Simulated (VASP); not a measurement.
Data:

```
CELL_PARAMETERS angstrom
      2.73473     0.00000     0.00000
     -1.36736     2.36835     0.00000
      0.00000     0.00000    28.15837
ATOMIC_POSITIONS crystal
  Tc 0.66667 0.33333 0.38312
  Tc 0.33333 0.66667 0.30520
  Tc 0.66667 0.33333 0.53896
  Tc 0.33333 0.66667 0.46104
  Tc 0.66667 0.33333 0.69480
  Tc 0.33333 0.66667 0.61688
```

The numbers are results of r2SCAN meta-GGA, VASP's PBE PAW potentials (set 64) (plane waves; VASP), not measurements. Settings: PREC = Normal, EDIFF = 1E-5, 400 eV cut-off, 12×12×1 Γ-centred mesh, first-order Methfessel-Paxton smearing of 0.10 eV, potentials Tc_pv.

### Question
The ions are relaxed. What does this cell relax into?

### Answer

```
CELL_PARAMETERS angstrom
      2.73473     0.00000     0.00000
     -1.36736     2.36835     0.00000
      0.00000     0.00000    28.15837
ATOMIC_POSITIONS crystal
  Tc 0.66667 0.33333 0.37983
  Tc 0.33333 0.66667 0.30772
  Tc 0.66667 0.33333 0.53714
  Tc 0.33333 0.66667 0.46286
  Tc 0.66667 0.33333 0.69228
  Tc 0.33333 0.66667 0.62017
```

### Question
How much energy does the relaxation gain?

### Answer
The energy (σ→0) changes by -52.8 meV/atom, in 7 ionic steps.

The cell is a thin slab with vacuum, built from Tc (hcp): (001) face.
